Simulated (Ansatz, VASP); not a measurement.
# Cross-check of Cu (generalised stacking fault on (111) of Cu) between VASP and Ansatz, part 3 of 3

One calculation is typed for both programs; each brings its own data sets. How far apart do they land? Of the first pair: The structure shown is the start of the Ansatz relaxation below; VASP solves that cell, so the two are compared at the walk's first step.

VASP 6.6.1 and Ansatz 0.2.0.

So far. Step 3 (VASP: single point, PBE, start cell, pair 1): The run ends at a pressure of 0.42 GPa, with forces up to 0.078 eV/Å. Step 5 (VASP: single point, PBE, pair 2): The run ends at a pressure of -0.08 GPa, with forces up to 0.094 eV/Å.

## (8) Ansatz: single point, PBE, pair 3

Level of this step: Ansatz beside VASP: Kohn-Sham DFT, plane waves, PBE (Ansatz).

A single point gives forces, pressure and levels at one fixed geometry, so differences don't come from the geometry; what else differs is listed under the comparison.

The cell is taken from a series of runs on this material, whose earlier steps may have relaxed, scaled, displaced or heated it; both programs get it as it stands.

The input, input.yaml:

```yaml
crystal:
  lattice:
    - [2.57034, 0.0, 0.0]
    - [-1.28516, 2.22598, 0.0]
    - [0.25703, -0.1484, 25.18402]
  atoms:
    - { symbol: Cu, position: [0.98674, 0.01326, 0.19888] }
    - { symbol: Cu, position: [0.31454, 0.68546, 0.28189] }
    - { symbol: Cu, position: [0.64232, 0.35768, 0.3652] }
    - { symbol: Cu, position: [0.9701, 0.0299, 0.44854] }
    - { symbol: Cu, position: [0.29788, 0.70212, 0.53187] }
    - { symbol: Cu, position: [0.62566, 0.37434, 0.61521] }
    - { symbol: Cu, position: [0.95344, 0.04656, 0.69854] }
    - { symbol: Cu, position: [0.2812, 0.7188, 0.78187] }
    - { symbol: Cu, position: [0.60898, 0.39102, 0.86521] }
    - { symbol: Cu, position: [0.93676, 0.06324, 0.94855] }
    - { symbol: Cu, position: [0.26454, 0.73546, 0.03186] }
    - { symbol: Cu, position: [0.59234, 0.40766, 0.11487] }
kpoints:
  mp_grid: { grid: [12, 12, 1] }
hamiltonian:
  xc: pbe
scf:
  occupations: { method: fermi_dirac, width: 0.1 }
output:
  forces: true
  stress: true
  populations: true
  dos:
    method: { smearing: { sigma: 0.08 } }
    de: 0.1
    projected: { site_lists: { Cu: [Cu] } }
  eigenvalues: true
  write_density: true
  write_potential: true
  volumetric_format: npy
```

The run is started by

```sh
ansatz run input.yaml --threads 6 --pin off --max-ram 102400MiB --backend cuda --events-out ev --progress --plain --runs-dir out
```

Numbers of over 12 decimals in the logs are rounded to 6 here.

Log:

```text
[...]
GPU FFT provider: cuFFT
GPU libraries: cuBLAS 13.8.2, cuFFT 12.4.0, cuSOLVER 12.3.4
Crystal: 12 atoms, lattice volume = 144.091 Å³
Basis set: ecut = 420 eV, 2885 PW (Γ), exchange–correlation on 36×36×360 points (8 copies of the dense FFT grid, shifted against one another)
[...]
--- Löwdin populations: 12 sites ---
  site symbol       q [e]
     0     Cu     18.8368
     1     Cu     18.8363
     2     Cu     18.8367
     3     Cu     18.8365
     4     Cu     18.8366
     5     Cu     18.8365
     6     Cu     18.8365
     7     Cu     18.8366
     8     Cu     18.8365
     9     Cu     18.8367
    10     Cu     18.8363
    11     Cu     18.8368
  spilling = 0.008602 (of n_electrons = 228.000000)
[key lines of the parts left out:]
SCF converged after 7 iterations
Free energy (F): -79502.109073 eV
Fermi energy:    16.361657 eV
P = ⅓ Tr σ = -0.5099 GPa (-5.099 kbar)
```

## (9) VASP: single point, PBE, pair 3

The same cell, functional, mesh and smearing now go to VASP, with its own data sets.

The input, INCAR:

```
SYSTEM = Cu
PREC = Accurate
ENCUT = 600
EDIFF = 1E-06
NELM = 120
ISMEAR = -1
SIGMA = 0.1
LREAL = .FALSE.
ALGO = Normal
GGA = PE
NBANDS = 81
LASPH = .TRUE.
LORBIT = 11
LWAVE = .FALSE.
LCHARG = .FALSE.
ISIF = 2
GGA_COMPAT = .FALSE.
KPAR = 2
```

The input, POSCAR:

```
Cu
1.0
    2.5703400000      0.0000000000      0.0000000000
   -1.2851600000      2.2259800000      0.0000000000
    0.2570300000     -0.1484000000     25.1840200000
Cu
12
Direct
    0.9867400000      0.0132600000      0.1988800000
    0.3145400000      0.6854600000      0.2818900000
    0.6423200000      0.3576800000      0.3652000000
    0.9701000000      0.0299000000      0.4485400000
    0.2978800000      0.7021200000      0.5318750000
    0.6256500000      0.3743500000      0.6152100000
    0.9534300000      0.0465700000      0.6985400000
    0.2812000000      0.7188000000      0.7818750000
    0.6089800000      0.3910200000      0.8652100000
    0.9367600000      0.0632400000      0.9485500000
    0.2645400000      0.7354600000      0.0318600000
    0.5923400000      0.4076600000      0.1148700000
```

The input, KPOINTS:

```
Automatic mesh
0
Gamma
12 12 1
0 0 0
```

PAW data sets: Cu (PBE family, release 64).

The run is started by

```sh
mpirun -np 2 vasp_std
```

Log:

```text
[... set-up lines as in an earlier step ...]
 entering main loop
       N       E                     dE             d eps       ncg     rms          rms(c)
DAV:   1     0.140169350511E+04    0.14017E+04   -0.59427E+04  6966   0.325E+03
DAV:   2     0.196646496479E+03   -0.12050E+04   -0.11652E+04  6966   0.608E+02
DAV:   3    -0.402784195136E+02   -0.23692E+03   -0.22024E+03  6982   0.289E+02
DAV:   4    -0.552394713731E+02   -0.14961E+02   -0.14568E+02  7638   0.997E+01
[...]
DAV:  19    -0.447523133402E+02    0.22010E-05   -0.44619E-06  5871   0.430E-02    0.962E-03
DAV:  20    -0.447523122814E+02    0.10588E-05   -0.12990E-06  3914   0.288E-02    0.634E-03
DAV:  21    -0.447523115188E+02    0.76263E-06   -0.16004E-06  4026   0.238E-02
   1 F= -.44752312E+02 E0= -.44679451E+02  d E =-.145720E+00
```

From OUTCAR (step 9):

```text
  Total        0.0416915      0.2672627     -0.0179802      0.1953531      0.1345620     -0.2330664
  in kB        0.4635767      2.9717487     -0.1999260      2.1721712      1.4962227     -2.5915129
  external PRESSURE =       1.0784664 kB  Pullay stress =       0.0000000 kB

 POSITION                                       TOTAL-FORCE (eV/Angst)
 -----------------------------------------------------------------------------------
      2.57033      0.00000      5.00860        -0.107975      0.062340     -0.002643
      0.00000      1.48399      7.09912         0.002227     -0.001286      0.029154
      1.28517      0.74199      9.19720        -0.001469      0.000848      0.002886
      2.57035     -0.00001     11.29604        -0.000439      0.000253     -0.000583
      0.00002      1.48397     13.39475         0.000510     -0.000294     -0.000044
      1.28516      0.74200     15.49346        -0.000245      0.000142     -0.000207
      2.57034      0.00000     17.59205         0.000245     -0.000142      0.000207
     -0.00003      1.48400     19.69076        -0.000510      0.000294      0.000044
      1.28515      0.74201     21.78947         0.000439     -0.000253      0.000583
      2.57032      0.00001     23.88830         0.001469     -0.000848     -0.002886
     -0.25704      1.63239      0.80236        -0.002227      0.001286     -0.029154
      1.02813      0.89040      2.89289         0.107975     -0.062340      0.002643
 -----------------------------------------------------------------------------------
    total drift:                               -0.000011      0.000006     -0.000362

  FREE ENERGIE OF THE ION-ELECTRON SYSTEM (eV)
  ---------------------------------------------------
  free  energy   TOTEN  =       -44.7523115188 eV

  energy  without entropy=      -44.6065912465  energy(sigma->0) =      -44.67945138

[... 1 part as in an earlier step ...]

[... 2 further parts left out ...]
[key lines of the parts left out:]
E-fermi :   7.3217
```

The run ends at a pressure of 0.11 GPa, with forces up to 0.12 eV/Å.

## (10) Comparison

What differs besides the data sets and the points named for the pairs above, as far as they apply: the data sets hold 228 valence electrons in Ansatz (on its default PAW (the set named soft_2) files) and 132 in VASP. Total energies have different zeros and are not compared.

Compared:

| quantity | Ansatz | VASP | difference |
| --- | --- | --- | --- |
| pressure (GPa) | -0.51 | 0.11 | -0.62 |

Forces on 7 of the 12 atoms, those with the largest forces and the largest differences (eV/Å; atoms numbered as in POSCAR):

| atom | Ansatz x, y, z | VASP x, y, z |
| --- | --- | --- |
| Cu1 | -0.109, 0.063, -0.002 | -0.108, 0.062, -0.003 |
| Cu2 | 0.002, -0.001, 0.029 | 0.002, -0.001, 0.029 |
| Cu3 | -0.002, 0.001, 0.003 | -0.001, 0.001, 0.003 |
| Cu8 | 0.000, 0.000, 0.001 | -0.001, 0.000, 0.000 |
| Cu10 | 0.002, -0.001, -0.003 | 0.001, -0.001, -0.003 |
| Cu11 | -0.002, 0.001, -0.029 | -0.002, 0.001, -0.029 |
| Cu12 | 0.109, -0.063, 0.002 | 0.108, -0.062, 0.003 |

The forces differ by 0.4 meV/Å r.m.s., which is 1.3 % of the r.m.s. force of 0.030 eV/Å (both taken over all components).

## (11) Results

| Property | Result |
| --- | --- |
| r.m.s. force difference (single point, PBE, start cell, pair 1) | 0.38 meV/Å |
| difference in pressure (single point, PBE, pair 2) | -0.48 GPa |
| r.m.s. force difference (single point, PBE, pair 3) | 0.39 meV/Å |
| difference in pressure (single point, PBE, pair 3) | -0.62 GPa |

In words: The difference in pressure is -0.62 GPa (single point, PBE, pair 3), within the 1 GPa picked in this series as the mark of a large difference. The data sets hold unlike numbers of valence electrons (228 in Ansatz and 132 in VASP), so part of the differences comes from the potentials. 1 further run of this series is not shown here. Such differences can come from data sets, numerical settings and the points named under the comparisons, not from the functional's error against experiment.

[Lines on the potential files, build, host, timing and source positions are cut from VASP's logs without a mark.]

[Logs are printed without paths, hosts, clocks, repeated set-up lines and the standing remarks that a program may print on its own settings, such as how far it seeks lower states.]

[Hosts, paths, dates, database ids (printed as entryN), source tags and the programs' standing remarks are cut or masked in the printed files.]
